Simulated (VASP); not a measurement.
VASP runs on Y3Hf (space group I4/mmm) share one base input (PBE GGA, plane waves, VASP's PBE PAW potentials (set 64)) and change the settings named in each case.

### INCAR
```
ENCUT = 300
LCHARG = .False.
PREC = Accurate
GGA = PE   ! PBE
LMAXMIX = 6
SYSTEM = Y3Hf
LASPH = .True.
LREAL = .False.   ! projection in real space or not
SIGMA = 0.2
ISIF = 2   ! forces and stress, cell fixed
NELM = 100   ! most electronic steps
ALGO = Normal
ISMEAR = 0   ! Gaussian
EDIFF = 1E-6
LWAVE = .False.
```

POSCAR:
```
Y3Hf
1
   -2.3793460000     2.3793460000     5.2998600000
    2.3793460000    -2.3793460000     5.2998600000
    2.3793460000     2.3793460000    -5.2998600000
Y Hf
3 1
Direct
  0.5000000000   0.5000000000   0.0000000000
  0.7500000000   0.2500000000   0.5000000000
  0.2500000000   0.7500000000   0.5000000000
  0.0000000000   0.0000000000   0.0000000000
```

KPOINTS:
```
Automatic mesh
0
Gamma
5 5 5
0 0 0
```

POTCAR, in this order: Y_sv Hf_pv (PBE.64 set). Program: vasp_std.

```json
[
 {"change": "base run", "E(σ→0) (eV/atom)": "-7.1082", "pressure (GPa)": "-1.70", "−TS (eV)": "-0.1355"},
 {"change": "GGA = PS", "E(σ→0) (eV/atom)": "-7.5225", "pressure (GPa)": "(withheld)", "−TS (eV)": "(withheld)"},
 {"change": "GGA_COMPAT = .FALSE., LNONCOLLINEAR = .TRUE., LSORBIT = .TRUE., MAGMOM = 0.0 0.0 0.0 0.0 0.0 0.0 0.0 0.0 0.0 0.0 0.0 0.0, program vasp_ncl", "E(σ→0) (eV/atom)": "-7.3207", "pressure (GPa)": "-1.73", "−TS (eV)": "-0.1335"},
 {"change": "KPOINTS 3×3×3 Γ-centred mesh", "E(σ→0) (eV/atom)": "-7.0941", "pressure (GPa)": "-1.17", "−TS (eV)": "-0.1452"}
]
```

Task: Complete the blanks.

Result: 
- GGA = PS, pressure (GPa): -4.03
- GGA = PS, −TS (eV): -0.1357

Energies of different potentials or functionals have different zeros.  Unless said otherwise, spin-orbit coupling is left out, though it shifts the bands of the heavy elements here. At 300 eV the pressure can carry a Pulay error.

Left out are runs that ran out of time, are held back, or changed the cell or the kind of run, fixed moments of cells without a moment, rows past the twelfth, gaps on odd meshes, pressures of charged cells and columns that move by less than the noise.

The structure was generated: Y3Hf was put into an ordered model structure, which need not be its known phase. The cell was not relaxed at this level.
